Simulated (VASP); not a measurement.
Here is the system:

```
SnO
1.0
    3.13536     0.00000     0.00000
   -1.56768     2.71530     0.00000
    0.00000     0.00000     3.05995
Sn O
1 1
Direct
  0.00000   0.00000   0.00000
  0.66667   0.33333   0.50000
```

Calculation: r2SCAN meta-GGA, VASP's PBE PAW potentials (set 64) (plane waves; VASP). Run with 520 eV cut-off, 9×9×8 Γ-centred mesh, Gaussian smearing of 0.050 eV, potentials Sn_d O.

Energy and stress use the plane-wave basis of the starting cell.

Task: The ions, cell shape and volume are relaxed. Predict the relaxed structure.

Result: 
```
SnO
1.0
    3.30100     0.00000     0.00000
   -1.65050     2.85875     0.00000
    0.00000     0.00000     3.29813
Sn O
1 1
Direct
  0.00000   0.00000   0.00000
  0.66667   0.33333   0.50000
```
Space group P-6m2 (187), at a tolerance of 0.03 Å.

Task: How do energy and volume change from the first to the last step?

Result: The energy (σ→0) changes by -208.4 meV/atom and the volume by +19.5 %, in 9 ionic steps.

```json
[
 {"step": "1", "E(σ→0) (eV)": "-31.6404", "max force (eV/Å)": "0.000", "pressure (GPa)": "28.64", "volume (Å³)": "26.05"},
 {"step": "2", "E(σ→0) (eV)": "-31.7650", "max force (eV/Å)": "0.000", "pressure (GPa)": "-13.52", "volume (Å³)": "35.77"},
 {"step": "3", "E(σ→0) (eV)": "-32.0550", "max force (eV/Å)": "0.000", "pressure (GPa)": "-0.19", "volume (Å³)": "30.82"},
 {"step": "4", "E(σ→0) (eV)": "-32.0552", "max force (eV/Å)": "0.000", "pressure (GPa)": "0.21", "volume (Å³)": "30.72"},
 {"step": "5", "E(σ→0) (eV)": "-32.0551", "max force (eV/Å)": "0.000", "pressure (GPa)": "0.61", "volume (Å³)": "30.62"},
 {"step": "6", "E(σ→0) (eV)": "-32.0563", "max force (eV/Å)": "0.000", "pressure (GPa)": "0.55", "volume (Å³)": "30.74"},
 {"step": "7", "E(σ→0) (eV)": "-32.0571", "max force (eV/Å)": "0.000", "pressure (GPa)": "0.46", "volume (Å³)": "31.00"},
 {"step": "8", "E(σ→0) (eV)": "-32.0569", "max force (eV/Å)": "0.000", "pressure (GPa)": "-0.62", "volume (Å³)": "31.30"},
 {"step": "9", "E(σ→0) (eV)": "-32.0573", "max force (eV/Å)": "0.000", "pressure (GPa)": "0.00", "volume (Å³)": "31.12"}
]
```

The structure was generated: SnO was put into the WC type (P-6m2), which need not be its known phase. This run relaxes it. Symmetry was kept, so distortions that lower it aren't found.
